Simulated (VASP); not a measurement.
An input for Quantum ESPRESSO's pw.x (written as the equivalent of a VASP run, and not itself run):

```
&CONTROL
  calculation = 'vc-relax'
  pseudo_dir = './pseudo'
  outdir = './out'
  tprnfor = .true.
  tstress = .true.
  nstep = 60
  forc_conv_thr = 0.00039
/
&SYSTEM
  ibrav = 0
  nat = 1
  ntyp = 1
  ecutwfc = 40
  occupations = 'smearing'
  smearing = 'methfessel-paxton'
  degauss = 0.00735
  input_dft = 'pbesol'
/
&ELECTRONS
  conv_thr = 7.3e-08
  electron_maxstep = 100
/
&IONS
/
&CELL
/
ATOMIC_SPECIES
  Al 26.982 Al.upf
CELL_PARAMETERS angstrom
    -1.6072440    1.6072440    1.6072440
     1.6072440   -1.6072440    1.6072440
     1.6072440    1.6072440   -1.6072440
ATOMIC_POSITIONS crystal
  Al   0.0000000  0.0000000  0.0000000
K_POINTS automatic
  14 14 14 0 0 0
```

Task: Translate this input to VASP (INCAR, KPOINTS, POSCAR, choice of POTCAR).

Result: One answer among several that fit: 
**KPOINTS**
```
K-points
0
gamma
  14 14 14
0 0 0
```

**INCAR**
```
ISMEAR = 1   ! Methfessel-Paxton
GGA = PS   ! PBEsol
NELM = 100   ! most electronic steps
SYSTEM = Al
ISIF = 3
LWAVE = .FALSE.
EDIFF = 1E-6   ! SCF stop (eV)
ENCUT = 400
IBRION = 2   ! conjugate gradients
PREC = Accurate
LREAL = .FALSE.
ALGO = Normal
LASPH = .TRUE.   ! aspherical one-centre terms
SIGMA = 0.1   ! width (eV)
EDIFFG = -0.01
NSW = 60
LCHARG = .FALSE.
```

### POSCAR
```
Al
1.0
 -1.6072440000   1.6072440000   1.6072440000
  1.6072440000  -1.6072440000   1.6072440000
  1.6072440000   1.6072440000  -1.6072440000
Al
1
Cart
  0.0000000000   0.0000000000   0.0000000000
```

POTCAR, in this order: Al (PBE.64 set). Program: vasp_std.

What does not carry over: the potentials are each code's own (VASP's PAW set, PseudoDojo norm-conserving files in pw.x), so ENCUT and ecutwfc are chosen apart and not converted; conv_thr bounds pw.x's estimated SCF error, while EDIFF bounds the energy change between steps; forc_conv_thr acts on force components and is met together with etot_conv_thr.

The structure was generated: Al was put into the bcc type (Im-3m), which need not be its known phase. This run relaxes it. Symmetry was kept, so distortions that lower it aren't found.
